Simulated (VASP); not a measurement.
Consider the following.

```
NbSi2
1.0
    4.35296     0.00000     0.00000
   -2.17648     3.76977     0.00000
    0.00000     0.00000     2.64379
Nb Si
1 2
Direct
  0.00000   0.00000   0.00000
  0.33333   0.66667   0.50000
  0.66667   0.33333   0.50000
```

The numbers are results of PBEsol GGA, VASP's PBE PAW potentials (set 64) (plane waves; VASP 6.6.1), not measurements. Settings: 400 eV cut-off, 9×9×13 Γ-centred mesh, tetrahedra with Blöchl corrections, potentials Nb_sv Si.

**Question.** Predict the energy per atom (σ→0), band gap (on the k-mesh) with the smallest direct gap where there is one.

**Answer.** 
The band gap (on the k-mesh) is none (metal, semimetal or under 0.01 eV) and the energy per atom (σ→0) comes out as -7.660 eV/atom.

The absolute energy has meaning only against runs of the same code, potentials and settings.

The structure was generated: NbSi2 was put into the AlB2 type (P6/mmm), which need not be its known phase. It was relaxed first, which changed the volume by -39 %. The electron count is odd and the run is not spin-polarised, which forces a metal.
